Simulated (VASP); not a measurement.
A convergence study with VASP on HfO$_{2}$ (fluorite): one setting is varied, all else stays as given below, so the limit is that of these other settings. Each run relaxes cell and ions from the cell shown.

```
CELL_PARAMETERS angstrom
      0.00000     2.54000     2.54000
      2.54000     0.00000     2.54000
      2.54000     2.54000     0.00000
ATOMIC_POSITIONS crystal
  Hf 0.00000 0.00000 0.00000
  O  0.25000 0.25000 0.25000
  O  0.75000 0.75000 0.75000
```

Computed with LDA (Ceperley-Alder, Perdew-Zunger), VASP's LDA PAW potentials (set 64) (plane waves; VASP). The tightest run used: 700 eV cut-off, 11×11×11 Γ-centred mesh, Gaussian smearing of 0.050 eV, potentials Hf_pv O.

Unless said otherwise, spin-orbit coupling is left out, though it shifts the bands of the heavy elements here. Gaps are read on the run's mesh, which can miss a band edge.

**Question.** The settings run are 2×2×2 mesh; 3×3×3 mesh; 4×4×4 mesh; 5×5×5 mesh; 7×7×7 mesh; 8×8×8 mesh; 9×9×9 mesh; 10×10×10 mesh; 11×11×11 mesh. From which on does the relaxed volume stay within 0.05 Å³/atom of the tightest run?

**Answer.** From 3×3×3 mesh on: it is off by 0.001 there and by no more than 0.05 in any finer run, while 2×2×2 mesh is off by 0.177.
| setting | relaxed volume (Å³/atom) | E (eV/atom) | gap on the mesh (eV) | irreducible k-points | difference judged (Å³/atom) |
|---|---|---|---|---|---|
| 2×2×2 mesh | 10.476 | -10.8333 | 3.478 | 3 | 0.177 |
| 3×3×3 mesh | 10.297 | -11.0272 | 4.442 | 4 | 0.001 |
| 4×4×4 mesh | 10.298 | -11.0300 | 3.737 | 8 | 0.000 |
| 5×5×5 mesh | 10.298 | -11.0304 | 4.020 | 10 | 0.001 |
| 7×7×7 mesh | 10.298 | -11.0304 | 3.904 | 20 | 0.000 |
| 8×8×8 mesh | 10.298 | -11.0304 | 3.738 | 29 | 0.000 |
| 9×9×9 mesh | 10.298 | -11.0304 | 3.861 | 35 | 0.000 |
| 10×10×10 mesh | 10.298 | -11.0304 | 3.738 | 47 | 0.000 |
| 11×11×11 mesh | 10.298 | -11.0304 | 3.820 | 56 | 0.000 |

Left out are rungs that failed or repeat a setting and relaxations that didn't move; long series are thinned to 24 rows.

The compound is HfO2 in the fluorite structure, the high-temperature cubic form, which is unstable at 0 K; the monoclinic form is the stable one.
